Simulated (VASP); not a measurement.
Level of theory: LDA (Ceperley-Alder, Perdew-Zunger), VASP's LDA PAW potentials (set 64) (plane waves; VASP).

VASP ran on this input.

### INCAR
```
ALGO=Normal
EDIFF=1E-6
ENCUT=400
ISIF=2
ISMEAR=0
LASPH=.True.
LCHARG=.False.
LMAXMIX=4
LREAL=.False.
LWAVE=.False.
NELM=100
PREC=Accurate
SIGMA=0.01
SYSTEM=SnO2
```

### POSCAR
```
SnO2
4.7524310
  1.0000000000   0.0000000000   0.0000000000
  0.0000000000   1.0000000000   0.0000000000
  0.0000000000   0.0000000000   0.6731628508
Sn O
2 4
Direct
  0.5000000000   0.5000000000   0.5000000000
  0.0000000000   0.0000000000   0.0000000000
  0.1940300000   0.8059700000   0.5000000000
  0.8059700000   0.1940300000   0.5000000000
  0.6940300000   0.6940300000   0.0000000000
  0.3059700000   0.3059700000   0.0000000000
```

File KPOINTS:
```
Automatic mesh
0
Gamma
7 7 10
0 0 0
```

POTCAR, in this order: Sn_d O (LDA.64 set). Program: vasp_std.

Task: What will the output report for the number of irreducible k-points (NKPTS), largest plane-wave count, number of space-group operations, FFT grid (NGX, NGY, NGZ)?

Result: 
```json
{
 "number of irreducible k-points (NKPTS)": "60",
 "largest_plane_wave_count": "1326",
 "number_of_space_group_operations": "16",
 "FFT grid (NGX, NGY, NGZ)": "32 × 32 × 24"
}
```

The structure comes from a computed database's SnO2 entry; how it stands against other phases isn't given here. The cell was not relaxed at this level.
